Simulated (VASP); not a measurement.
Input:

```
CELL_PARAMETERS angstrom
      0.00000     3.24602     3.24602
      3.24602     0.00000     3.24602
      3.24602     3.24602     0.00000
ATOMIC_POSITIONS crystal
  Te 0.50000 0.50000 0.50000
  Pb 0.00000 0.00000 0.00000
```

These are revPBE GGA, VASP's PBE PAW potentials (set 64) (plane waves; VASP 6.6.1) values and carry that method's errors. Settings: 520 eV cut-off, 7×7×7 Γ-centred mesh, Gaussian smearing of 0.050 eV, potentials Te Pb_d.

### Question
Give the stress tensor in GPa (positive for a compressed cell).

### Answer

```
2.51  0.00  0.00
0.00  2.51  0.00
0.00  0.00  2.51
```
The pressure is its mean diagonal, 2.51 GPa.

The compound is PbTe in the rock salt structure. This cell is one point of a volume scan, at 0.94 of the reference volume.
